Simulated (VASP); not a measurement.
Consider the following.

```xyz
2
Lattice="0.0000 2.1343 2.1343 2.1343 0.0000 2.1343 2.1343 2.1343 0.0000" Properties=species:S:1:pos:R:3 pbc="T T T"
Mg     0.0000     0.0000     0.0000
O      2.1343     2.1343     2.1343
```

Level of theory: r2SCAN+rVV10, VASP's PBE PAW potentials (set 64) (plane waves; VASP). Run with 520 eV cut-off, 11×11×11 Γ-centred mesh, Gaussian smearing of 0.050 eV, potentials Mg O.

Q: Estimate the energy per atom (σ→0), pressure, band gap (on the k-mesh) with the smallest direct gap where there is one.

A: 
```yaml
band gap (on the k-mesh): 5.16 eV
smallest direct gap (on the k-mesh): 5.16 eV
energy per atom (σ→0): -7.930 eV/atom
pressure: -8.97 GPa
```

Total energies compare only between runs with the same potentials, cut-off and functional.

The compound is MgO in the rock salt structure. This cell is one point of a volume scan, at 1.06 of the reference volume.
